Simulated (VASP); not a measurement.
```xyz
6
Lattice="-2.0254 6.0101 2.8070 2.0254 -6.0101 2.8070 2.0254 6.0101 -2.8070" Properties=species:S:1:pos:R:3 pbc="T T T"
Cu     2.0254    -3.9615     2.7525
Cu     2.0254     3.9615     2.7525
Sn     0.0000     6.0101     0.1069
Se     0.0000     8.1664     1.5061
Se     0.0000     3.8537     1.5061
Se     2.0254     6.0101    -1.6066
```

The numbers are results of PBEsol GGA, VASP's PBE PAW potentials (set 64) (plane waves; VASP), not measurements. Settings: 400 eV cut-off, 10×10×10 Γ-centred mesh, tetrahedra with Blöchl corrections, potentials Cu Sn_d Se.

Unless said otherwise, spin-orbit coupling is left out, though it shifts the bands of the heavy elements here.

Question: Predict the energy per atom (σ→0), band gap (on the k-mesh) with the smallest direct gap where there is one.

Answer: 
```json
{
 "band gap (on the k-mesh)": "none (metal, semimetal or under 0.01 eV)",
 "energy per atom (σ→0)": "-4.331 eV/atom"
}
```

The structure comes from a computed database's Cu2SnSe3 entry (Imm2); how it stands against other phases isn't given here. It was relaxed first, which changed the volume by -6 %.
